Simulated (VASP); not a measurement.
Calculation: PBEsol GGA, VASP's PBE PAW potentials (set 64) (plane waves; VASP 6.6.1).

VASP ran on this input.

File POSCAR:
```
WSb
1
   -0.0000000000     3.0367613132     3.0367613132
    3.0367613132    -0.0000000000     3.0367613132
    3.0367613132     3.0367613132    -0.0000000000
W Sb
1 1
Direct
  0.0000000000   0.0000000000   0.0000000000
  0.2500000000   0.2500000000   0.2500000000
```

File KPOINTS:
```
Regular mesh
0
G
 12 12 12
0 0 0
```

INCAR:
```
SYSTEM = WSb
PREC = Accurate
ENCUT = 400
EDIFF = 1E-7
NELM = 100
ALGO = Normal
LREAL = .FALSE.
LASPH = .TRUE.
ISMEAR = -5
GGA = PS
LMAXMIX = 6
LWAVE = .FALSE.
LCHARG = .TRUE.
LORBIT = 11
NEDOS = 601
ISIF = 2
```

POTCAR, in this order: W_sv Sb (PBE.64 set). Program: vasp_std.

What VASP printed:

### OUTCAR
```
 ion  position               nearest neighbor table
   1  0.000  0.000  0.000-   2 2.63   2 2.63   2 2.63   2 2.63
   2  0.250  0.250  0.250-   1 2.63   1 2.63   1 2.63   1 2.63
  LATTYP: Found a face centered cubic cell.
 ALAT       =     6.0735226264
 Subroutine PRICEL returns:
 Original cell was already a primitive cell.
 Subroutine GETGRP returns: Found 24 space group operations
The static configuration has the point symmetry T_d .
The dynamic configuration has the point symmetry T_d .
 Subroutine INISYM returns: Found 24 space group operations
 Subroutine IBZKPT returns following result:
 Found     72 irreducible k-points:

 Following reciprocal coordinates:
            Coordinates               Weight
  0.000000  0.000000  0.000000      1.000000
  0.083333  0.000000  0.000000      8.000000
  0.166667  0.000000  0.000000      8.000000
  0.250000  0.000000  0.000000      8.000000
  0.333333  0.000000  0.000000      8.000000
  0.416667  0.000000  0.000000      8.000000
  0.500000  0.000000  0.000000      4.000000
  0.083333  0.083333  0.000000      6.000000
  0.166667  0.083333  0.000000     24.000000
...
```

**OSZICAR**
```
       N       E                     dE             d eps       ncg     rms          rms(c)
DAV:   1     0.965418013101E+02    0.96542E+02   -0.81634E+03  2024   0.112E+03
DAV:   2    -0.112449054827E+02   -0.10779E+03   -0.10610E+03  2277   0.292E+02
DAV:   3    -0.152039148654E+02   -0.39590E+01   -0.38238E+01  2290   0.533E+01
DAV:   4    -0.152750074373E+02   -0.71093E-01   -0.70406E-01  2091   0.795E+00
DAV:   5    -0.152765098462E+02   -0.15024E-02   -0.14996E-02  2498   0.127E+00    0.126E+01
DAV:   6    -0.146760150053E+02    0.60049E+00   -0.31996E+00  2017   0.135E+01    0.371E+00
DAV:   7    -0.146438579445E+02    0.32157E-01   -0.14621E-01  1942   0.318E+00    0.291E+00
DAV:   8    -0.146312555730E+02    0.12602E-01   -0.17911E-02  2283   0.119E+00    0.194E-01
DAV:   9    -0.146312060297E+02    0.49543E-04   -0.68191E-04  1992   0.221E-01    0.569E-02
DAV:  10    -0.146312252526E+02   -0.19223E-04   -0.12217E-04  2062   0.758E-02    0.191E-02
DAV:  11    -0.146312253646E+02   -0.11202E-06   -0.53595E-06  2212   0.171E-02    0.852E-03
DAV:  12    -0.146312268964E+02   -0.15318E-05   -0.16152E-06  1987   0.833E-03    0.310E-03
DAV:  13    -0.146312265433E+02    0.35312E-06   -0.77548E-08  1146   0.216E-03    0.143E-03
DAV:  14    -0.146312266735E+02   -0.13025E-06   -0.13862E-08   981   0.134E-03    0.432E-04
DAV:  15    -0.146312267024E+02   -0.28926E-07   -0.30128E-09   976   0.479E-04
   1 F= -.14631227E+02 E0= -.14631227E+02  d E =0.000000E+00
```

### OUTCAR
```
------------------------ aborting loop because EDIFF is reached ----------------------------------------
  FORCE on cell =-STRESS in cart. coord.  units (eV):
  Direction    XX          YY          ZZ          XY          YZ          ZX
  --------------------------------------------------------------------------------------
  Total        0.0087077      0.0087077      0.0087077      0.0000000      0.0000000     -0.0000000
  in kB        0.2490874      0.2490874      0.2490874      0.0000000      0.0000000     -0.0000000
  external PRESSURE =       0.2490874 kB  Pullay stress =       0.0000000 kB
  volume of cell :       56.01
      direct lattice vectors                 reciprocal lattice vectors
     0.000000000  3.036761313  3.036761313    -0.164649094  0.164649094  0.164649094
     3.036761313  0.000000000  3.036761313     0.164649094 -0.164649094  0.164649094
     3.036761313  3.036761313  0.000000000     0.164649094  0.164649094 -0.164649094
 POSITION                                       TOTAL-FORCE (eV/Angst)
 -----------------------------------------------------------------------------------
      0.00000      0.00000      0.00000         0.000000      0.000000      0.000000
      1.51838      1.51838      1.51838        -0.000000     -0.000000     -0.000000
 -----------------------------------------------------------------------------------
    total drift:                               -0.000001     -0.000001     -0.000001
  FREE ENERGIE OF THE ION-ELECTRON SYSTEM (eV)
  ---------------------------------------------------
  free  energy   TOTEN  =       -14.6312267024 eV

  energy  without entropy=      -14.6312267024  energy(sigma->0) =      -14.63122670

 total charge

# of ion       s       p       d       tot
------------------------------------------
    1        2.354   6.126   3.472  11.952
    2        1.107   1.430   0.082   2.619
--------------------------------------------------
tot          3.461   7.556   3.555  14.571
```
(Selected blocks of OUTCAR.)

### OUTCAR
```
 val. band max:        5.8067545262   @ k =   0.4167   0.0000   0.0000

 cond. band min:       5.7799600949   @ k =   0.3333   0.1667   0.0833


 Fermi energy:         5.7756317649

 k-point     1 :       0.0000    0.0000    0.0000
  band No.  band energies     occupation
      1     -68.0552      2.00000
      2     -32.2893      2.00000
      3     -32.2893      2.00000
      4     -32.2893      2.00000
      5      -4.9424      2.00000
      6       2.8576      2.00000
      7       2.8576      2.00000
      8       2.8576      2.00000
      9       5.6393      2.00000
     10       5.6393      2.00000
     11       8.9407      0.00000
     12      11.6917      0.00000
     13      11.6917      0.00000

 k-point     2 :       0.0833    0.0000    0.0000
  band No.  band energies     occupation
      1     -68.0551      2.00000
      2     -32.2908      2.00000
      3     -32.2896      2.00000
      4     -32.2896      2.00000
      5      -4.8748      2.00000
      6       2.7371      2.00000
      7       2.8880      2.00000
      8       2.8880      2.00000
      9       5.6145      2.00000
     10       5.6145      2.00000
     11       9.1136      0.00000
     12      10.8652      0.00000
     13      11.4756      0.00000

 k-point     3 :       0.1667    0.0000    0.0000
  band No.  band energies     occupation
      1     -68.0550      2.00000
      2     -32.2947      2.00000
      3     -32.2902      2.00000
      4     -32.2902      2.00000
      5      -4.6817      2.00000
      6       2.4365      2.00000
      7       2.9674      2.00000
      8       2.9674      2.00000
      9       5.5692      2.00000
     10       5.5692      2.00000
     11       9.0980      0.00000
     12       9.9408      0.00000
     13      10.9743      0.00000

 k-point     4 :       0.2500    0.0000    0.0000
  band No.  band energies     occupation
      1     -68.0549      2.00000
      2     -32.3000      2.00000
      3     -32.2911      2.00000
...
```

For a metal the tetrahedron method with Blöchl corrections gives inexact stress and forces. Unless said otherwise, spin-orbit coupling is left out, though it shifts the bands of the heavy elements here.

The structure was generated: WSb was put into the zinc blende type (F-43m), which need not be its known phase. It was relaxed first, which changed the volume by -33 %. The electron count is odd and the run is not spin-polarised, which forces a metal.
